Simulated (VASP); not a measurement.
OSZICAR of a VASP run on Tb (hcp):

File OSZICAR:
```
       N       E                     dE             d eps       ncg     rms          rms(c)
DAV:   1     0.419912476447E+02    0.41991E+02   -0.89263E+03  2184   0.123E+03
DAV:   2    -0.685781079135E+01   -0.48849E+02   -0.47858E+02  2294   0.255E+02
DAV:   3    -0.904854976357E+01   -0.21907E+01   -0.20570E+01  3028   0.313E+01
DAV:   4    -0.909873771052E+01   -0.50188E-01   -0.50471E-01  2474   0.465E+00
DAV:   5    -0.910015210025E+01   -0.14144E-02   -0.14315E-02  3145   0.638E-01    0.233E+01
DAV:   6    -0.910099539856E+01   -0.84330E-03   -0.22107E-02  2623   0.126E+00    0.139E+01
DAV:   7    -0.910906602176E+01   -0.80706E-02   -0.40459E-02  2621   0.171E+00    0.216E-01
DAV:   8    -0.910882828718E+01    0.23773E-03   -0.21885E-03  2589   0.380E-01    0.599E-02
DAV:   9    -0.910885618167E+01   -0.27894E-04   -0.21278E-04  2679   0.115E-01    0.331E-02
DAV:  10    -0.910884017201E+01    0.16010E-04   -0.33472E-05  2664   0.425E-02    0.414E-02
DAV:  11    -0.910884553306E+01   -0.53610E-05   -0.48894E-06  2489   0.166E-02    0.108E-03
DAV:  12    -0.910884626173E+01   -0.72867E-06   -0.37918E-07  2764   0.506E-03    0.427E-03
DAV:  13    -0.910884571589E+01    0.54584E-06   -0.49456E-08  1477   0.174E-03    0.757E-04
DAV:  14    -0.910884565177E+01    0.64117E-07   -0.10508E-08  1497   0.955E-04
   1 F= -.91088457E+01 E0= -.91088457E+01  d E =0.000000E+00
```

Which electronic solver shows in the log?

It is blocked Davidson (ALGO = Normal, or the opening steps of other solvers). The INCAR had ALGO = Normal.

Can the final energy be trusted as converged?

The calculation finished and met its thresholds. It stopped with EDIFF = 1E-7, NELM = 100 (PBE GGA, plane waves, VASP's PBE PAW potentials (set 64)). The 4f electrons are frozen in the core of the lanthanide potential, so 4f levels, which can set the real gap, and their magnetism are missing.

The compound is Tb in the hcp structure. It was relaxed first.
